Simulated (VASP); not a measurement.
```
CELL_PARAMETERS angstrom
      0.00000     2.81500     2.81500
      2.81500     0.00000     2.81500
      2.81500     2.81500     0.00000
ATOMIC_POSITIONS crystal
  Be 0.00000 0.00000 0.00000
  Te 0.25000 0.25000 0.25000
```

The base run (VASP): PBE GGA, plane waves, VASP's PBE PAW potentials (set 64). Settings: 400 eV cut-off, 7×7×7 Γ-centred mesh, Gaussian smearing of 0.050 eV, potentials Be Te.

One setting is varied; ΔE counts from the most expensive setting. The base run took about 6 core-seconds. Times come from single runs on busy shared machines, so they are rough: good to a factor of about 2.

The pressure holds a Pulay error that falls with the cut-off, as the column shows.

```csv
setting,cost over the base run,electronic steps,ΔE (meV/atom),pressure (GPa)
ENCUT = 150,(withheld),13,(withheld),(withheld)
ENCUT = 225,within a factor of 2,13,3.1,1.09
ENCUT = 325,within a factor of 2,13,0.6,1.21
base run,reference,13,0.3,1.20
ENCUT = 500,within a factor of 2,13,0.1,1.21
ENCUT = 600,within a factor of 2,13,0.1,1.21
ENCUT = 700,within a factor of 2,13,0.0,1.21
```

Question: Complete the blanks.

Answer: 
- ENCUT = 150, cost over the base run: about 1/3
- ENCUT = 150, ΔE (meV/atom): 44.0
- ENCUT = 150, pressure (GPa): 0.35

Left out are runs that failed, have no time on record or changed the cell.

The compound is BeTe in the zinc blende structure. The cell was not relaxed at this level.
